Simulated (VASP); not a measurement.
Calculation: PBEsol GGA, VASP's PBE PAW potentials (set 64) (plane waves; VASP 6.6.1).

A VASP calculation is set up with these files.

### INCAR
```
ALGO = Normal
EDIFF = 1E-6
ENCUT = 400
GGA = PS
ISIF = 2
ISMEAR = 0
ISPIN = 2
LASPH = .True.
LCHARG = .False.
LMAXMIX = 6
LORBIT = 11
LREAL = .False.
LWAVE = .False.
MAGMOM = 0.0 0.0 0.0 7.0 0.0
NELM = 100
PREC = Accurate
SIGMA = 0.05
SYSTEM = EuBRh3
```

**KPOINTS**
```
Automatic mesh
0
Gamma
7 7 7
0 0 0
```

**POSCAR**
```
EuBRh3
1.0
  4.1880000000   0.0000000000   0.0000000000
  0.0000000000   4.1880000000   0.0000000000
  0.0000000000   0.0000000000   4.1880000000
Rh Eu B
3 1 1
Direct
  0.0000000000   0.5000000000   0.5000000000
  0.5000000000   0.0000000000   0.5000000000
  0.5000000000   0.5000000000   0.0000000000
  0.0000000000   0.0000000000   0.0000000000
  0.5000000000   0.5000000000   0.5000000000
```

POTCAR, in this order: Rh_pv Eu B (PBE.64 set). Program: vasp_std.

The resulting files:

### OSZICAR
```
       N       E                     dE             d eps       ncg     rms          rms(c)
DAV:   1     0.548945954280E+03    0.54895E+03   -0.29970E+04  5582   0.444E+03
DAV:   2     0.117120769187E+02   -0.53723E+03   -0.49673E+03  4757   0.721E+02
DAV:   3    -0.414854606519E+02   -0.53198E+02   -0.49728E+02  4758   0.151E+02
DAV:   4    -0.464916814869E+02   -0.50062E+01   -0.48692E+01  6537   0.395E+01
DAV:   5    -0.468102413123E+02   -0.31856E+00   -0.31726E+00  6504   0.995E+00    0.553E+01
DAV:   6    -0.530722026164E+02   -0.62620E+01   -0.62820E+01  4794   0.700E+01    0.707E+01
DAV:   7    -0.514805421591E+02    0.15917E+01   -0.20185E+01  4671   0.802E+01    0.167E+02
DAV:   8    -0.487115043928E+02    0.27690E+01   -0.43828E+00  6066   0.376E+01    0.907E+01
DAV:   9    -0.501745180782E+02   -0.14630E+01   -0.99590E-01  5277   0.237E+01    0.102E+02
DAV:  10    -0.499677727428E+02    0.20675E+00   -0.15296E-01  5720   0.352E+00    0.867E+01
DAV:  11    -0.562744172029E+02   -0.63066E+01   -0.88787E+00  4405   0.437E+01    0.136E+02
DAV:  12    -0.457282489745E+02    0.10546E+02   -0.40237E+01  4405   0.162E+02    0.266E+01
DAV:  13    -0.450968304679E+02    0.63142E+00   -0.24564E+00  5652   0.188E+01    0.319E+01
DAV:  14    -0.454803961765E+02   -0.38357E+00   -0.13081E+00  5575   0.606E+00    0.260E+01
DAV:  15    -0.456573200094E+02   -0.17692E+00   -0.58065E-01  5374   0.162E+01    0.191E+01
DAV:  16    -0.456219689603E+02    0.35351E-01   -0.20452E-01  5418   0.443E+00    0.120E+01
DAV:  17    -0.456575486465E+02   -0.35580E-01   -0.24321E-02  5789   0.167E+00    0.105E+01
DAV:  18    -0.456519949389E+02    0.55537E-02   -0.23269E-02  5114   0.196E+00    0.942E+00
DAV:  19    -0.456833399491E+02   -0.31345E-01   -0.20882E-02  5800   0.140E+00    0.884E+00
DAV:  20    -0.456905527430E+02   -0.72128E-02   -0.14422E-02  5270   0.177E+00    0.877E+00
DAV:  21    -0.456936217314E+02   -0.30690E-02   -0.80423E-04  5624   0.198E-01    0.805E+00
DAV:  22    -0.456999034346E+02   -0.62817E-02   -0.98116E-03  4825   0.102E+00    0.618E+00
DAV:  23    -0.457023663645E+02   -0.24629E-02   -0.54332E-04  5623   0.343E-01    0.555E+00
DAV:  24    -0.457128439071E+02   -0.10478E-01   -0.61533E-03  4981   0.122E+00    0.389E+00
DAV:  25    -0.457126917665E+02    0.15214E-03   -0.78523E-04  4927   0.335E-01    0.347E+00
DAV:  26    -0.457130705423E+02   -0.37878E-03   -0.76540E-04  4954   0.364E-01    0.324E+00
DAV:  27    -0.457186560420E+02   -0.55855E-02   -0.85190E-04  5171   0.440E-01    0.214E+00
DAV:  28    -0.457206550286E+02   -0.19990E-02   -0.92276E-04  5522   0.351E-01    0.129E+00
DAV:  29    -0.457216011413E+02   -0.94611E-03   -0.71901E-04  5584   0.327E-01    0.464E-01
DAV:  30    -0.457214814540E+02    0.11969E-03   -0.21729E-04  5333   0.153E-01    0.237E-01
DAV:  31    -0.457214527545E+02    0.28700E-04   -0.15481E-05  4936   0.361E-02    0.247E-01
DAV:  32    -0.457214026987E+02    0.50056E-04   -0.11128E-04  4201   0.145E-01    0.219E-01
DAV:  33    -0.457214092780E+02   -0.65793E-05   -0.61690E-06  4131   0.198E-02    0.214E-01
DAV:  34    -0.457214121794E+02   -0.29014E-05   -0.10402E-06  2421   0.158E-02    0.198E-01
DAV:  35    -0.457214051493E+02    0.70301E-05   -0.23278E-06  1985   0.196E-02    0.188E-01
DAV:  36    -0.457214446638E+02   -0.39514E-04   -0.76891E-06  3219   0.403E-02    0.133E-01
DAV:  37    -0.457214553789E+02   -0.10715E-04   -0.29282E-06  3210   0.179E-02    0.975E-02
DAV:  38    -0.457214604852E+02   -0.51062E-05   -0.60887E-06  3158   0.379E-02    0.466E-02
DAV:  39    -0.457214599795E+02    0.50563E-06   -0.36634E-06  3421   0.274E-02
   1 F= -.45721460E+02 E0= -.45713571E+02  d E =-.157789E-01  mag=     5.8710
```

File OUTCAR:
```
------------------------ aborting loop because EDIFF is reached ----------------------------------------
  FORCE on cell =-STRESS in cart. coord.  units (eV):
  Direction    XX          YY          ZZ          XY          YZ          ZX
  --------------------------------------------------------------------------------------
  Total       -0.9052250     -0.9052250     -0.9052250     -0.0000000      0.0000000      0.0000000
  in kB      -19.7445444    -19.7445444    -19.7445444     -0.0000000      0.0000000      0.0000000
  external PRESSURE =     -19.7445444 kB  Pullay stress =       0.0000000 kB
  volume of cell :       73.45
      direct lattice vectors                 reciprocal lattice vectors
     4.188000000  0.000000000  0.000000000     0.238777459  0.000000000  0.000000000
     0.000000000  4.188000000  0.000000000     0.000000000  0.238777459  0.000000000
     0.000000000  0.000000000  4.188000000     0.000000000  0.000000000  0.238777459
 POSITION                                       TOTAL-FORCE (eV/Angst)
 -----------------------------------------------------------------------------------
      0.00000      2.09400      2.09400         0.000000      0.000000      0.000000
      2.09400      0.00000      2.09400         0.000000      0.000000      0.000000
      2.09400      2.09400      0.00000         0.000000      0.000000      0.000000
      0.00000      0.00000      0.00000         0.000000      0.000000      0.000000
      2.09400      2.09400      2.09400         0.000000      0.000000      0.000000
 -----------------------------------------------------------------------------------
    total drift:                                0.000000      0.000000      0.000000
  FREE ENERGIE OF THE ION-ELECTRON SYSTEM (eV)
  ---------------------------------------------------
  free  energy   TOTEN  =       -45.7214599795 eV

  energy  without entropy=      -45.7056810413  energy(sigma->0) =      -45.71357051

 total charge

# of ion       s       p       d       f       tot
--------------------------------------------------
    1        0.379   6.267   7.248   0.000  13.894
    2        0.379   6.267   7.248   0.000  13.894
    3        0.379   6.267   7.248   0.000  13.894
    4        2.080   5.698   0.593   6.361  14.732
    5        0.748   1.140   0.000   0.000   1.888
--------------------------------------------------
tot          3.964  25.641  22.336   6.361  58.302

 magnetization (x)

# of ion       s       p       d       f       tot
--------------------------------------------------
    1        0.001   0.004  -0.228   0.000  -0.222
    2        0.001   0.004  -0.228   0.000  -0.222
    3        0.001   0.004  -0.228   0.000  -0.222
    4       -0.000  -0.081   0.095   6.253   6.266
    5        0.001   0.004   0.000   0.000   0.005
--------------------------------------------------
tot          0.004  -0.065  -0.588   6.253   5.605
```
(Selected blocks of OUTCAR.)

At this cut-off the stress carries a Pulay error, which pulls relaxed volumes low.

The structure comes from a measured EuBRh3 entry of the Crystallography Open Database, whose conditions weren't checked. The cell was not relaxed at this level. The run is one of a series of settings (KPOINTS 7×7×7 Γ-centred mesh against the base run), some of them coarse on purpose.
